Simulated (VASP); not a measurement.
Shape and ions are relaxed at each volume.

Energy against volume of GaN (wurtzite). Method: TPSS meta-GGA, VASP's PBE PAW potentials (set 64) (plane waves; VASP 6.6.1).

| V (Å³/atom) | E (eV/atom) |
|---|---|
| 10.916 | -10.98466 |
| 11.264 | -11.00568 |
| 11.612 | -11.01242 |
| 11.961 | -11.00712 |
| 12.309 | -10.99165 |

Problem. Fit a third-order Birch-Murnaghan equation of state.

Solution. 
* **volume per atom**: 11.62 Å³/atom
* **bulk modulus**: 183 GPa
* **pressure derivative of the bulk modulus**: 4.65

The compound is GaN in the wurtzite structure. It was relaxed first.
